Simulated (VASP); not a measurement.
# B7I (Im-3m) in VASP: a series of runs, part 2 of 2

VASP 6.6.1. The steps go on from the part before.

## 3. Relaxation of cell and atoms, PBE (random cell by space group and Wyckoff sites (Im-3m, No. 229))

INCAR

```
SYSTEM = B7I
PREC = Accurate
ENCUT = 600
EDIFF = 1E-6
ISMEAR = 0
SIGMA = 0.1
LREAL = .False.
LASPH = .True.
NELM = 100
ALGO = Normal
ISIF = 3
LWAVE = .False.
LCHARG = .False.
GGA = PE
IBRION = 2
NSW = 100
EDIFFG = -0.01
```

KPOINTS

```
regular mesh
0
Gamma
  10 10 10
  0 0 0
```

POSCAR

```
B7I
1.0
   -2.6965650200      2.6965650200      2.6965650200
    2.6965650200     -2.6965650200      2.6965650200
    2.6965650200      2.6965650200     -2.6965650200
B I
7 1
Direct
    0.5000000000      0.5000000000      0.5000000000
    0.0000000000      0.0000000000      0.5000000000
    0.0000000000      0.5000000000      0.0000000000
    0.5000000000      0.0000000000      0.0000000000
    0.0000000000      0.5000000000      0.5000000000
    0.5000000000      0.0000000000      0.5000000000
    0.5000000000      0.5000000000      0.0000000000
    0.0000000000      0.0000000000      0.0000000000
```

Potentials or basis: VASP PAW PBE potentials, release 64 (B, I).

Launch:

```console
> cat potpaw_PBE.64/B/POTCAR potpaw_PBE.64/I/POTCAR > POTCAR
> mpirun -np 1 vasp_std > vasp.out
```

OUTCAR:

```text
SYSTEM = B7I
   PREC = Accurate
   ENCUT = 600
   EDIFF = 1E-6
   ISMEAR = 0
   LREAL = .False.
   LASPH = .True.
   NELM = 100
   ISIF = 3
   GGA = PE
   IBRION = 2
   NSW = 100
   EDIFFG = -0.01

 ion  position               nearest neighbor table
   1  0.500  0.500  0.500-   8 2.34   8 2.34
   2  0.000  0.000  0.500-   8 2.34   8 2.34
   3  0.000  0.500  0.000-   8 2.34   8 2.34
   4  0.500  0.000  0.000-   8 2.34   8 2.34
   5  0.000  0.500  0.500-   8 2.70   8 2.70
   6  0.500  0.000  0.500-   8 2.70   8 2.70
   7  0.500  0.500  0.000-   8 2.70   8 2.70
   8  0.000  0.000  0.000-   1 2.34   2 2.34   3 2.34   4 2.34   2 2.34   3 2.34   4 2.34   1 2.34
                             6 2.70   5 2.70   7 2.70   6 2.70   7 2.70   5 2.70

  LATTYP: Found a body centered cubic cell.
 ALAT       =     5.3931300400

  Lattice vectors:

 A1 = (  -2.6965650200,   2.6965650200,   2.6965650200)
 A2 = (   2.6965650200,  -2.6965650200,   2.6965650200)
 A3 = (   2.6965650200,   2.6965650200,  -2.6965650200)

[... 241 lines left out ...]

 E-fermi :   8.2301     XC(G=0): -11.6862

 val. band max:        8.2265298714   @ k =   0.3000   0.3000   0.0000
 cond. band min:       8.2304990944   @ k =  -0.3000   0.3000   0.1000
 fundamental gap:      0.0039692230
 Fermi energy:         8.2301457508

 k-point     1 :       0.0000    0.0000    0.0000
  band No.  band energies     occupation
      1      -9.6332      2.00000
      2      -1.0733      2.00000
      3      -0.7858      2.00000
      4      -0.7858      2.00000
      5      -0.7858      2.00000
      6       2.4367      2.00000
[... 505 lines left out ...]
      6       1.2865      2.00000
[... 11 lines left out ...]
     18      10.7813      0.00000
     19      11.9744      0.00000

 [... further k-points ...]
[... 5 lines left out ...]
  --------------------------------------------------------------------------------------
  -------------------------------------------------------------------------------------
  Total        0.0175525      0.0175525      0.0175525      0.0000000     -0.0000000     -0.0000000
  in kB        0.3600800      0.3600800      0.3600800      0.0000000     -0.0000000     -0.0000000
  external PRESSURE =       0.3600800 kB  Pullay stress =       0.0000000 kB

 VOLUME and BASIS-vectors are now :
 -----------------------------------------------------------------------------
  energy-cutoff  :      600.00
  volume of cell :       78.10
      direct lattice vectors                 reciprocal lattice vectors
    -2.692754336  2.692754336  2.692754336     0.000000000  0.185683482  0.185683482
     2.692754336 -2.692754336  2.692754336     0.185683482  0.000000000  0.185683482
     2.692754336  2.692754336 -2.692754336     0.185683482  0.185683482  0.000000000

 POSITION                                       TOTAL-FORCE (eV/Angst)
 -----------------------------------------------------------------------------------
      1.34638      1.34638      1.34638        -0.000000      0.000000      0.000000
     -1.34638      4.03913      1.34638        -0.000000     -0.000000     -0.000000
      4.03913      1.34638     -1.34638         0.000000      0.000000      0.000000
      4.03913      1.34638      1.34638        -0.000000     -0.000000     -0.000000
      0.00000      2.69275      2.69275         0.000000     -0.000000      0.000000
      2.69275      0.00000      2.69275        -0.000000     -0.000000     -0.000000
      0.00000      0.00000      2.69275         0.000000     -0.000000      0.000000
      0.00000      0.00000      5.38551         0.000000      0.000000     -0.000000
 -----------------------------------------------------------------------------------
    total drift:                               -0.000000     -0.000000      0.000000

  FREE ENERGIE OF THE ION-ELECTRON SYSTEM (eV)
  ---------------------------------------------------
  free  energy   TOTEN  =       -27.4826444541 eV

  energy  without entropy=      -27.4639199839  energy(sigma->0) =      -27.47328222

 reached required accuracy - stopping structural energy minimisation
```

OSZICAR:

```text
N       E                     dE             d eps       ncg     rms          rms(c)
DAV:   1     0.759176864752E+02    0.75918E+02   -0.13417E+04  1786   0.145E+03
DAV:   2    -0.215643632706E+02   -0.97482E+02   -0.93656E+02  2201   0.215E+02
DAV:   3    -0.282754383285E+02   -0.67111E+01   -0.62826E+01  2473   0.430E+01
[... 22 lines left out ...]
DAV:   3    -0.274826797200E+02    0.59500E-04   -0.24302E-04  2143   0.767E-02    0.400E-02
DAV:   4    -0.274826484721E+02    0.31248E-04   -0.42957E-05  2326   0.332E-02    0.923E-02
DAV:   5    -0.274826459762E+02    0.24959E-05   -0.12455E-05  2176   0.184E-02    0.895E-02
DAV:   6    -0.274826447722E+02    0.12040E-05   -0.28863E-06  1653   0.966E-03    0.413E-02
DAV:   7    -0.274826444541E+02    0.31813E-06   -0.77454E-07  1055   0.456E-03
   2 F= -.27482644E+02 E0= -.27473282E+02  d E =-.482499E-03
```

CONTCAR:

```text
B7I
   1.00000000000000
    -2.6927543359602715    2.6927543359602715    2.6927543359602715
     2.6927543359602715   -2.6927543359602715    2.6927543359602715
     2.6927543359602715    2.6927543359602715   -2.6927543359602715
  B               I
     7     1
Direct
     0.5000000000000000    0.5000000000000000    0.5000000000000000
     1.0000000000000000    0.0000000000000000    0.5000000000000000
     0.0000000000000000    0.5000000000000000    1.0000000000000000
     0.5000000000000000    1.0000000000000000    1.0000000000000000
     1.0000000000000000    0.5000000000000000    0.5000000000000000
     0.5000000000000000    1.0000000000000000    0.5000000000000000
     0.5000000000000000    0.5000000000000000    0.0000000000000000
     1.0000000000000000    1.0000000000000000    0.0000000000000000

  0.00000000E+00  0.00000000E+00  0.00000000E+00
  0.00000000E+00  0.00000000E+00  0.00000000E+00
  0.00000000E+00  0.00000000E+00  0.00000000E+00
  0.00000000E+00  0.00000000E+00  0.00000000E+00
  0.00000000E+00  0.00000000E+00  0.00000000E+00
  0.00000000E+00  0.00000000E+00  0.00000000E+00
  0.00000000E+00  0.00000000E+00  0.00000000E+00
  0.00000000E+00  0.00000000E+00  0.00000000E+00
```

Run time: 2.9 min. Hardware: 1 thread of Intel Xeon Platinum 8259CL at 2.50GHz (Skylake/Cascade Lake), shared host; peak memory 0.28 GiB.

What came out:

* Free energy: -27.4826 eV
* Relaxed volume: 9.76 Å³/atom
* Relaxed cell: a = 4.664 Å, b = 4.664 Å, c = 4.664 Å, α = 109.47°, β = 109.47°, γ = 109.47°
* Space group after relaxing (to 0.05 Å): Im-3m (No. 229)
* Energy gained by relaxing: 0.1 meV/atom
* Ionic steps: 2
* Pressure after relaxing: 0.0 GPa
* Band gap on the k mesh: none (metal or under the smearing width)

The path:
```
step  energy change (eV)  largest force (eV/Å)  pressure (GPa)  volume (Å³)
   1              0.0000                0.0000           -0.48        78.43
   2             -0.0005                0.0000            0.04        78.10
```

Final structure:
```
B I
1.0
    -2.69275    2.69275    2.69275
     2.69275   -2.69275    2.69275
     2.69275    2.69275   -2.69275
B I
7 1
Direct
  0.50000 0.50000 0.50000
  0.00000 0.00000 0.50000
  0.00000 0.50000 0.00000
  0.50000 0.00000 0.00000
  0.00000 0.50000 0.50000
  0.50000 0.00000 0.50000
  0.50000 0.50000 0.00000
  0.00000 0.00000 0.00000
```

Levels at points of the mesh, in eV from the Fermi level:
```
           k point  band 11  band 12  band 13  band 14  band 15  band 16  band 17  band 18
(0.00, 0.00, 0.00)    -5.20    -4.66    -4.66    -0.23    -0.23    -0.23     3.89     3.94
(0.50, 0.00, 0.00)    -0.73    -0.66    -0.63    -0.44     0.42     0.49     0.62     0.73
(0.50, 0.50, 0.50)    -2.11    -2.11    -2.01    -1.37     3.55     3.55     3.55     3.65
```

The run has no spin-orbit coupling, so splittings on I are missing.

## 4. Single point, PBE (random cell by space group and Wyckoff sites (Im-3m, No. 229))

INCAR

```
ALGO = Normal
EDIFF = 1E-6
ENCUT = 520
GGA = PE
ISIF = 2
ISMEAR = 0
LASPH = True
LCHARG = True
LELF = True
LREAL = False
LVHAR = True
LWAVE = False
NBANDS = 24
NELM = 80
PREC = Accurate
SIGMA = 0.1
```

KPOINTS

```
k-points
0
Gamma
  4 4 4
```

POSCAR, as its differences from that of step 3:

```diff
@@ -2,5 +2,5 @@
 1.0
-   -2.6965650200      2.6965650200      2.6965650200
-    2.6965650200     -2.6965650200      2.6965650200
-    2.6965650200      2.6965650200     -2.6965650200
+   -3.1003987100      3.1003987100      3.1003987100
+    3.1003987100     -3.1003987100      3.1003987100
+    3.1003987100      3.1003987100     -3.1003987100
 B I
```

Launch:

```console
> cat potpaw_PBE.64/B/POTCAR potpaw_PBE.64/I/POTCAR > POTCAR
> mpirun -np 1 vasp_std > vasp.out
```

Run time: 28 s. Hardware: 1 thread of Intel Xeon Platinum 8259CL at 2.50GHz (Skylake/Cascade Lake), shared host; peak memory 0.24 GiB.

It converged, with:

| Quantity | Value |
| --- | --- |
| Free energy | -24.1343 eV |
| Pressure | -17.8 GPa |
| Band gap on the k mesh | none (metal or under the smearing width) |

Levels at points of the mesh, in eV from the Fermi level:
| k point | band 12 | band 13 | band 14 | band 15 | band 16 | band 17 |
| --- | --- | --- | --- | --- | --- | --- |
| (0.00, 0.00, 0.00) | -3.16 | -3.16 | 0.40 | 0.44 | 0.44 | 0.44 |
| (0.50, 0.00, 0.00) | -0.66 | -0.61 | -0.12 | 0.23 | 0.58 | 1.36 |
| (0.50, 0.50, 0.50) | -0.43 | -0.43 | -0.43 | 2.58 | 2.58 | 2.58 |

Caveat: so large a pressure means that the cell lies far from this level's equilibrium, or that cutoff or potentials fall short.

## 5. Summary

| task | cell | k mesh | cutoff (eV) | gap on the mesh (eV) | pressure (GPa) |
| --- | --- | --- | --- | --- | --- |
| single point | random cell by space group and Wyckoff sites (Im-3m, No. 229) | 10 × 10 × 10 | 520 | none | -0.1 |
| relaxation of cell and atoms | relaxed from: random cell by space group and Wyckoff sites (Im-3m, No. 229) | 10 × 10 × 10 | 600 | none | 0.0 |
| single point | random cell by space group and Wyckoff sites (Im-3m, No. 229) | 4 × 4 × 4 | 520 | none | -17.8 |

Alike in all rows: level PBE; potentials or basis VASP PAW PBE potentials, release 64 (B, I); no spin polarisation; smearing gaussian 0.1 eV.

Caveats: so large a pressure means that the cell lies far from this level's equilibrium, or that cutoff or potentials fall short (some runs).

Absolute energies hang on the potentials; compare differences alone.
